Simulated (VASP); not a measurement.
Data:

```yaml
crystal:
  lattice:
    - [0.00000, 2.94626, 2.94626]
    - [2.94626, 0.00000, 2.94626]
    - [2.94626, 2.94626, 0.00000]
  atoms:
    - { symbol: Cu, position: [0.00000, 0.00000, 0.00000] }
    - { symbol: I, position: [0.25000, 0.25000, 0.25000] }
```

Calculation: HSEsol screened hybrid, VASP's PBE PAW potentials (set 64) (plane waves; VASP). Numerical set-up: 520 eV cut-off, 6×6×6 Γ-centred mesh, Gaussian smearing of 0.050 eV, potentials Cu I.

Unless said otherwise, spin-orbit coupling is left out, though it shifts the bands of the heavy elements here.

Question: Predict the energy per atom (σ→0), pressure, band gap (on the k-mesh) with the smallest direct gap where there is one.

Answer: 
The band gap (on the k-mesh) comes out as 2.65 eV and the smallest direct gap (on the k-mesh) comes out as 2.65 eV. The energy per atom (σ→0) is -3.492 eV/atom and the pressure comes out as 2.26 GPa.

The compound is CuI in the zinc blende structure. This cell is one point of a volume scan, at 0.91 of the reference volume. The cell's shape comes from a PBE relaxation.
